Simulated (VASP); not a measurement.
## HfZrSe3: relaxation of cell and atoms with PBE

HfZrSe3:

```
CELL_PARAMETERS angstrom
3.24172 1.87161 6.47811
-3.24172 1.87161 6.47811
0.00000 -3.74322 6.47811
ATOMIC_POSITIONS crystal
Zr 0.00000 0.00000 0.00000
Zr 0.50000 0.50000 0.50000
Hf 0.33587 0.33587 0.33587
Hf 0.66413 0.66413 0.66413
Se 0.24373 0.57815 0.92308
Se 0.92308 0.24373 0.57815
Se 0.57815 0.92308 0.24373
Se 0.75627 0.42185 0.07692
Se 0.07692 0.75627 0.42185
Se 0.42185 0.07692 0.75627
```

The cell was built by a generator and needn't be a form met in nature.

```
Program                : VASP 6.6.1
Task                   : relaxation of cell and atoms
Functional             : PBE
Potentials or basis    : VASP PAW PBE potentials, release 64 (Zr_sv, Hf_pv, Se)
Cutoff                 : 520 eV
k mesh                 : 6 × 6 × 6
Occupations            : gaussian, width 0.1 eV
Spin                   : no spin polarisation
Further INCAR settings : ALGO = Normal; EDIFF = 1e-07; IBRION = 2; POTIM = 0.3; EDIFFG = -0.005; NSW = 60; ISIF = 3
```

```yaml
Energy_gained_by_relaxing: 0.0 meV/atom
Ionic_steps: 3
Pressure_after_relaxing: 0.0 GPa
Largest_force_after_relaxing: 0.004 eV/Å
Band_gap_on_the_k_mesh: none (metal or under the smearing width)
```

Forces on the atoms (eV/Å):
```
Zr   0.000  0.000  0.000
Zr   0.000  0.000  0.000
Hf   0.000  0.000  0.004
Hf   0.000  0.000 -0.004
Se   0.001 -0.001  0.000
Se   0.000  0.001  0.000
Se  -0.001  0.000  0.000
Se  -0.001  0.001  0.000
Se   0.000 -0.001  0.000
Se   0.001  0.000  0.000
```

Final structure:
```xyz
10
Lattice="3.2415 1.8715 6.4794 -3.2415 1.8715 6.4794 0.0000 -3.7430 6.4794" Properties=species:S:1:pos:R:3 pbc="T T T"
Zr    0.0000    0.0000    0.0000
Zr    0.0000    0.0000    9.7191
Hf    0.0000    0.0000    6.5291
Hf    0.0000    0.0000   12.9091
Se   -1.0845   -1.9176   11.3060
Se    2.2029    0.0195   11.3060
Se   -1.1184    1.8980   11.3060
Se    1.0845    1.9176    8.1322
Se   -2.2029   -0.0195    8.1322
Se    1.1184   -1.8980    8.1322
```

Levels at points of the mesh, in eV from the Fermi level:
| k point | band 36 | band 37 | band 38 | band 39 | band 40 | band 41 | band 42 | band 43 | band 44 | band 45 |
| --- | --- | --- | --- | --- | --- | --- | --- | --- | --- | --- |
| (0.00, 0.00, 0.00) | -1.74 | -1.29 | -1.29 | -0.98 | -0.04 | -0.04 | 0.53 | 0.53 | 1.31 | 1.51 |
| (0.50, 0.00, 0.00) | -2.76 | -2.28 | -2.21 | -0.74 | -0.68 | 0.45 | 0.58 | 0.83 | 0.88 | 0.97 |
| (0.50, 0.50, 0.00) | -2.90 | -2.66 | -2.41 | -1.14 | -0.22 | 0.16 | 0.58 | 0.65 | 0.87 | 0.96 |
| (0.50, 0.50, 0.50) | -3.24 | -1.91 | -1.91 | 0.33 | 0.61 | 0.61 | 0.67 | 0.67 | 0.71 | 1.47 |

It took 2.8 min on 8 MPI ranks on Intel(R) Xeon(R) 6975P-C (Granite Rapids), with other jobs on the host, peak memory 0.75 GiB a rank.

Spin-orbit coupling is left out, which matters for the levels of Hf.
